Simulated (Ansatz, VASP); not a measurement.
# TiO2 (Rutile): VASP beside Ansatz, part 2 of 2

One calculation is typed for both programs; each brings its own data sets. How far apart do they land? The cell is taken from a series of runs on this material, whose earlier steps may have relaxed, scaled, displaced or heated it; both programs get it as it stands.

VASP 6.6.1 and Ansatz 0.2.0.

So far: The structure; VASP: G0W0 gap, LDA.

## 3. Ansatz: G0W0 gap, LDA

Level of this step: Ansatz beside VASP: Kohn-Sham DFT, plane waves, LDA (Ansatz).

Ansatz runs on its PAW soft_1 files.

The same cell, functional (in two slightly different forms) and mesh now go to Ansatz, which takes its cutoff from its data sets.

Input file input.yaml:

```yaml
crystal:
  lattice:
    - [4.5922, 0.0, 0.0]
    - [0.0, 4.5922, 0.0]
    - [0.0, 0.0, 2.9574]
  atoms:
    - { symbol: Ti, position: [0.0, 0.0, 0.0] }
    - { symbol: Ti, position: [0.5, 0.5, 0.5] }
    - { symbol: O, position: [0.30496, 0.30496, 0.0] }
    - { symbol: O, position: [0.19504, 0.80496, 0.5] }
    - { symbol: O, position: [0.69504, 0.69504, 0.0] }
    - { symbol: O, position: [0.80496, 0.19504, 0.5] }
kpoints:
  mp_grid: { grid: [4, 4, 4] }
hamiltonian:
  xc: lda
  pseudopotentials: { kind: paw, azcp: { folder: soft_1 }, xc_functional: pbe }
scf:
  occupations: { method: fixed }
gw:
  n_empty_bands: 141
  ecut_chi: 100
  qp_bands: [v2, c2]
  qp_kpoints: band_edges
  screening: { model: contour_deformation }
```

Run with:

```bash
> ansatz run input.yaml --threads 2 --pin off --max-ram 73728MiB --backend cuda --events-out ev --progress --plain --runs-dir out --devices 1 --max-vram 13GiB
```

Numbers of over 12 decimals in the logs are rounded to 6 here.

What it wrote:

```text
GPUs: using 1 of 1 available (devices: 1).
Engine: ansatz 0.2.0, x86_64-unknown-linux-gnu
Pseudopotentials: kind: paw
Pseudopotential: Ti, paw, valence charge 12, recommended cutoff 420 eV (normal), soft_1/Ti.paw.azcp
Pseudopotential: O, paw, valence charge 6, recommended cutoff 420 eV (normal), soft_1/O.paw.azcp
Functional definition: SPW92
  exchange = slater_x
  correlation = pw_c
device memory: the entry about to start is reckoned to put 0.7 GiB on a device that reports 29.7 GiB free (of which the cap on the GPU budget leaves the run 13.0 GiB)
GPU FFT provider: cuFFT
GPU libraries: cuBLAS 13.8.2, cuFFT 12.4.0, cuSOLVER 12.3.4
Crystal: 6 atoms, lattice volume = 62.367 Å³
Basis set: ecut = 420 eV, 1217 PW (Γ)
Bands: 30, of which v1, the nominal top of the filled ones, is band 24 counted from 1 (23 counted from 0)
Symmetry: 16 space group operations
Space group: P42/mnm (ITA 136), of the structure as read, at distance tolerance 4.0e-5 Å
k-points: 18 of 64
Non-local potential: Ti, projectors of the file, l = 0: 3, l = 1: 2, l = 2: 3, l = 3: 1
Non-local potential: O, projectors of the file, l = 0: 2, l = 1: 2, l = 2: 1
PAW form: soft (Blöchl's): semilocal exchange-correlation on the pseudo side does not see the compensation charge
PAW frozen core: Ti, regenerated for the run's functional, and the local potential with it (the file was generated under x = pbe(κ = 0.804, μ = 0.219515), c = pbe(β = 0.066725))
PAW frozen core: O, regenerated for the run's functional, and the local potential with it (the file was generated under x = pbe(κ = 0.804, μ = 0.219515), c = pbe(β = 0.066725))
PAW one-centre angular grid: Ti, 590 points (default); XC on 64 Gauss nodes
PAW one-centre angular grid: O, 110 points (default); XC on 64 Gauss nodes
Initial density: superposition of atomic densities (chi_scale 0.1, normalization cell, long waves kept (reshape's long-wave potential 0.00 eV rms))
Initial wavefunctions: pseudopotential atomic-orbital guess
GPU buffer pool allocated for 20480 grid points (all kernels)
GPU transforms: local potential and band sums: pruned to the plane-wave sphere, on 32×32×20
Functional: x = slater, c = lda
SCF iter   1: F=—  HF=-7130.615798 eV  |F-HF|=—  |Δ(HF+E_count)|=         —  Δρ=5.40e-2  dr2=1.68e0  ethr=3.10e-3  ⟨swp⟩=4.1  Hψ=1799  notcnv=0  defer=49
preconditioner: auto → Resta (q_TF=auto, 2.612 Å⁻¹)  ε∞=8.8  [insulator: Δε(μ)=1.909 eV  Ē_g=9.502 eV  n_scr=18 (ndim 8)  ℏωp=26.6 eV  f_vac=0.000  ε∞_Penn≈8.8]
SCF iter   2: F=—  HF=-7130.471178 eV  |F-HF|=—  |Δ(HF+E_count)|=   1.45e-1  Δρ=3.26e-2  dr2=5.42e-1  ethr=3.10e-3  ⟨swp⟩=2.8  Hψ=974  notcnv=0  defer=40
SCF iter   3: F=—  HF=-7130.407790 eV  |F-HF|=—  |Δ(HF+E_count)|=   6.34e-2  Δρ=2.09e-2  dr2=2.90e-1  ethr=1.13e-3  ⟨swp⟩=2.0  Hψ=781  notcnv=0  defer=47
SCF iter   4: F=—  HF=-7130.351233 eV  |F-HF|=—  |Δ(HF+E_count)|=   5.66e-2  Δρ=4.03e-3  dr2=1.03e-2  ethr=6.03e-4  ⟨swp⟩=2.7  Hψ=1007  notcnv=0  defer=32
SCF iter   5: F=—  HF=-7130.351719 eV  |F-HF|=—  |Δ(HF+E_count)|=   4.87e-4  Δρ=1.37e-3  dr2=1.41e-3  ethr=2.14e-5  ⟨swp⟩=2.0  Hψ=567  notcnv=0  defer=70
SCF iter   6: F=—  HF=-7130.351712 eV  |F-HF|=—  |Δ(HF+E_count)|=   7.19e-6  Δρ=2.99e-4  dr2=4.20e-5  ethr=2.95e-6  ⟨swp⟩=2.0  Hψ=766  notcnv=0  defer=63
SCF iter   7: F=—  HF=-7130.351714 eV  |F-HF|=—  |Δ(HF+E_count)|=   2.40e-6  Δρ=4.05e-5  dr2=1.03e-6  ethr=8.75e-8  ⟨swp⟩=2.1  Hψ=780  notcnv=0  defer=18
SCF iter   8: F=-7130.351714 eV  HF=-7130.351714 eV  |F-HF|=3.36e-8  |Δ(HF+E_count)|=   1.13e-7  Δρ=9.54e-6  dr2=5.32e-8  ethr=2.08e-10  ⟨swp⟩=7.3  Hψ=1577  notcnv=0
SCF 1 converged in 8 iterations: F = -7130.351714 eV  dr2 = 5.32e-8
  greatest PAW one-centre occupation: 0.998 electrons in one spin orbital (limit 2), on the Ti atom at site 1 (counted from 0), in its partial waves of l = 0
device memory: the entry about to start is reckoned to put 0.8 GiB (of the 0.9 GiB reckoned in all, the device holds 0.1 GiB already) on a device that reports 29.6 GiB free (of which the cap on the GPU budget leaves the run 13.0 GiB)
NSCF: frozen V_eff on 18 k-points, pencils in batches of 32, up to order 120
the band table was solved once the SCF had ended and its energy, with any forces and stress, was formed, with the checks that follow a solve (2307 applications of the Hamiltonian). They found nothing against the state; the energy, forces and stress were not computed again (output.eigenvalues in the input reference)
device memory: the entry about to start is reckoned to put 1.9 GiB on a device that reports 29.7 GiB free (of which the cap on the GPU budget leaves the run 13.0 GiB)
NSCF: frozen V_eff on 18 k-points
G₀W₀ screening: q 1/18
[... further progress lines ...]
SCF converged after 8 iterations
Free energy (F): -7130.351714 eV
Harris-Foulkes:  -7130.351714 eV  (|F-HF|=3.36e-8)
Internal energy: -7130.351714 eV  (E = F + TS)
E sigma→0 (E₀):  -7130.351714 eV
Fermi energy:    8.699557 eV
--- Per-component energies (eV) ---
  E_band       = -404.296831
  E_kinetic    = 1225.287355
  E_local      = -3197.228355  (includes V_loc(G=0)·N_el)
  E_nonlocal   = 339.260522
  E_hartree    = 1199.755230
  E_xc         = -512.518010
  E_vxc        = -653.009417  (∫ρ·V_xc dr)
  E_paw        = -2588.856209  (= ΣΔE_a)
  E_vpaw       = -518.112124  (= ΣTr[D̂ρ^β])
  E_aug_tail   = 0.002990  (compensation charges beyond the density's cutoff)
  E_ewald      = -3597.094824
  E_core_change = 1.039587  (= ΣΔE_core)
  E_smearing   = -0.000000  (= −TS)
  E_closure    = -0.000000  (closes the sum)
  Σ components = -7130.351714   (vs F -7130.351714, Δ=0.00e0)
--- Band table (eV; the first three rows and the last of 18) ---
  k-point 0: bands = [... 20 lower, 8.0117, 8.2626, 8.2626, 8.6996, 10.5078, 10.7989, 11.0540, 11.1467, ... 2 higher]
  k-point 1: bands = [... 20 lower, 6.9062, 7.2042, 7.2042, 8.2236, 10.8669, 11.2009, 11.4909, 11.8056, ... 2 higher]
  k-point 2: bands = [... 20 lower, 6.2690, 6.2690, 7.2600, 7.2600, 11.6349, 11.6349, 11.8161, 11.8161, ... 2 higher]
  k-point 17: bands = [... 20 lower, 7.4015, 7.4015, 8.0279, 8.0279, 11.2391, 11.2391, 11.8631, 11.8631, ... 2 higher]
--- G₀W₀: contour deformation, 7 samples at zero and on the imaginary axis and 1 off it, 64 q-points, 141 empty bands' worth ---
  eigenvalues of the whole cell's RPA ε∞ on this k-mesh (on a slab, of 1 + 4πα/V) = 7.5916, 7.5916, 9.5384; static W/v taken at q = 0 is 0.116497
  bands read: the sum over 165 bands ends inside a degenerate multiplet in 11 slots, whose members it reads at an even weight; the widest, k=2: bands 165 to 166 (counted from 1) at 1/2 each
  gw.qp_kpoints: band_edges: 14 of 18 stored k-points solved, in 1 pass; an edge of the gap read off the rows below is read off those points alone
    valence top: of the k-points left out ik 7 came nearest to being solved in a further pass, in band 23 (counted from 1, as in the quasiparticle table): it holds the edge there only if its correction is more favourable than any solved in that band by at least 0.825 eV; those differ by 0.148 eV
    conduction bottom: of the k-points left out ik 5 came nearest to being solved in a further pass, in band 26 (counted from 1, as in the quasiparticle table): it holds the edge there only if its correction is more favourable than any solved in that band by at least 0.504 eV; those differ by 0.166 eV
    ik  band        ε_KS         Σx   Σc(E_QP)       V_xc       Z   E_QP_lin       E_QP  E_QP is
     0    23      8.2626   -26.1154     4.5241   -21.6931  0.7193     8.3643     8.3645  root
     0    24      8.6996   -25.9777     4.6518   -21.4367  0.7081     8.8101     8.8104  root
     0    25     10.5078   -13.3440    -7.0499   -22.0403  0.7198    12.2301    12.1542  root
     0    26     10.7989   -13.3353    -6.7329   -21.6158  0.7210    12.4124    12.3465  root
     1    23      7.2042   -25.2165     4.1440   -21.2173  0.7145     7.3486     7.3490  root
     1    24      8.2236   -25.3302     4.7757   -20.6077  0.7039     8.2767     8.2768  root
     1    25     10.8669   -13.4514    -7.1929   -22.2151  0.7084    12.5122    12.4377  root
     1    26     11.2009   -13.9553    -7.2084   -22.8166  0.7117    12.9379    12.8537  root
     2    23      7.2600   -25.6825     4.9441   -20.7352  0.7006     7.2568     7.2568  root
     2    24      7.2600   -25.6825     4.9441   -20.7352  0.7006     7.2568     7.2568  root
     2    25     11.6349   -14.6132    -7.0176   -23.1197  0.6888    13.2032    13.1238  root
     2    26     11.6349   -14.6132    -7.0176   -23.1197  0.6888    13.2032    13.1238  root
     3    23      7.8818   -25.5163     4.5359   -21.0766  0.7081     7.9777     7.9779  root
     3    24      8.4658   -25.8156     4.7463   -21.1452  0.7068     8.5416     8.5417  root
     3    25     10.8104   -13.7020    -6.9325   -22.2266  0.7139    12.4786    12.4025  root
     3    26     11.1269   -13.5887    -6.8137   -21.9090  0.7102    12.7031    12.6336  root
     4    23      7.3547   -24.8272     4.4129   -20.5125  0.7001     7.4527     7.4529  root
     4    24      8.1685   -25.5680     4.8201   -20.7962  0.7041     8.2167     8.2168  root
     4    25     10.8259   -13.3161    -7.1319   -22.0230  0.7119    12.4735    12.4009  root
     4    26     11.5375   -14.2276    -7.2736   -23.1055  0.7007    13.2303    13.1417  root
     6    23      7.9489   -25.4166     4.8227   -20.6299  0.7016     7.9849     7.9850  root
     6    24      7.9489   -25.4166     4.8227   -20.6299  0.7016     7.9849     7.9850  root
     6    25     11.1860   -13.7652    -7.0074   -22.3117  0.7058    12.8023    12.7250  root
     6    26     11.1860   -13.7652    -7.0074   -22.3117  0.7058    12.8023    12.7250  root
[...]
15    23      7.6439   -26.0651     4.6196   -21.4953  0.7196     7.6937     7.6938  root
    15    24      7.6439   -26.0651     4.6196   -21.4953  0.7196     7.6937     7.6938  root
    15    25     10.5528   -13.5332    -6.8828   -22.0456  0.7217    12.2547    12.1825  root
    15    26     10.5528   -13.5332    -6.8828   -22.0456  0.7217    12.2547    12.1825  root
    17    23      8.0279   -26.1596     4.7371   -21.4764  0.7132     8.0817     8.0818  root
    17    24      8.0279   -26.1596     4.7371   -21.4764  0.7132     8.0817     8.0818  root
    17    25     11.2391   -13.8480    -6.9025   -22.2467  0.7021    12.8053    12.7353  root
    17    26     11.2391   -13.8480    -6.9025   -22.2467  0.7021    12.8053    12.7353  root
```

## 4. Comparison

Known differences besides the potentials themselves: the two LDA forms differ slightly; fixed occupations in Ansatz, narrow Gaussian smearing in VASP; the cutoff is 420 eV in Ansatz and 440 eV in VASP; VASP's log shows a relativistic correction to its local exchange, Ansatz's none; Ansatz integrates over frequency by contour deformation, VASP on a grid of NOMEGA points; Ansatz's G0W0 levels solve the quasiparticle equation, VASP's are linearised. Total energies have different zeros and are not compared.

Both answers:

```
                   quantity  Ansatz  VASP  difference
  G0W0 gap on the mesh (eV)    3.28  3.43       -0.16
Kohn-Sham gap under it (eV)    1.81  1.79       +0.02
```

## 5. Summary of results

```json
{"difference in G0W0 gap on the mesh (G0W0 gap, LDA)": "-0.16 eV"}
```

What this shows: The difference in G0W0 gap on the mesh is -0.16 eV (G0W0 gap, LDA). Part of the difference in the G0W0 gap can come from VASP's linearised levels. Such differences can come from data sets, numerical settings and the points named under the comparisons, not from the functional's error against experiment.

[Lines on the potential files, build, host, timing and source positions are cut from VASP's logs without a mark.]

[Logs are printed without paths, hosts, clocks, repeated set-up lines and the standing remarks that a program may print on its own settings, such as how far it seeks lower states.]

[Hosts, paths, dates, database ids (printed as entryN), source tags and the programs' standing remarks are cut or masked in the printed files.]
